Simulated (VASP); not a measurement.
Calculation: PBE GGA, VASP's PBE PAW potentials (set 64) (plane waves; VASP).

The input files of a VASP run:

File POSCAR:
```
CdF2
3.8113060
  0.0000000000   0.7071066978   0.7071066978
  0.7071066978   0.0000000000   0.7071066978
  0.7071066978   0.7071066978   0.0000000000
Cd F
1 2
Cart
  0.0000000000   0.0000000000   0.0000000000
  0.3535533489   0.3535533489   0.3535533489
  1.0606600467   1.0606600467   1.0606600467
```

### INCAR
```
SYSTEM = CdF2
PREC = Accurate
ENCUT = 520
EDIFF = 1E-6
NELM = 100
ALGO = Normal
LREAL = .FALSE.
LASPH = .TRUE.
ISMEAR = 0
SIGMA = 0.05
GGA = PE
LMAXMIX = 4
LWAVE = .FALSE.
LCHARG = .FALSE.
ISIF = 2
```

### KPOINTS
```
K-points
0
G
6 6 6
```

POTCAR, in this order: Cd F (PBE.64 set). Program: vasp_std.

### Question
What does the run give for the energy per atom (σ→0), pressure?

### Answer

The energy per atom (σ→0) is -3.620 eV/atom and the pressure is 6.07 GPa.

**OSZICAR**
```
...
DAV:   8    -0.108688403100E+02    0.67349E-02   -0.14820E-01   582   0.401E+00    0.703E-01
DAV:   9    -0.108604665886E+02    0.83737E-02   -0.38697E-02   666   0.252E+00    0.894E-02
DAV:  10    -0.108610276007E+02   -0.56101E-03   -0.29289E-03   547   0.676E-01    0.112E-01
DAV:  11    -0.108611083244E+02   -0.80724E-04   -0.12348E-04   599   0.141E-01    0.390E-02
DAV:  12    -0.108611368624E+02   -0.28538E-04   -0.52935E-05   554   0.684E-02    0.176E-02
DAV:  13    -0.108611385801E+02   -0.17176E-05   -0.51387E-06   594   0.200E-02    0.407E-03
DAV:  14    -0.108611384900E+02    0.90092E-07   -0.68258E-07   420   0.125E-02
   1 F= -.10861138E+02 E0= -.10861138E+02  d E =-.793620E-17
```

The compound is CdF2 in the fluorite structure. The cell was not relaxed at this level.
